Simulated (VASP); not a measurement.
Data:

```xyz
2
Lattice="0.0000 2.7250 2.7250 2.7250 0.0000 2.7250 2.7250 2.7250 0.0000" Properties=species:S:1:pos:R:3 pbc="T T T"
Ga     0.0000     0.0000     0.0000
P      1.3625     1.3625     1.3625
```

Method: r2SCAN meta-GGA, VASP's PBE PAW potentials (set 64) (plane waves; VASP). Settings: 520 eV cut-off, 8×8×8 Γ-centred mesh, Gaussian smearing of 0.050 eV, potentials Ga_d P.

Predict the energy per atom (σ→0).

```
Item                             Value
---------------------  ---------------
energy per atom (σ→0)  -10732 meV/atom
```

The compound is GaP in the zinc blende structure. The cell was not relaxed at this level.
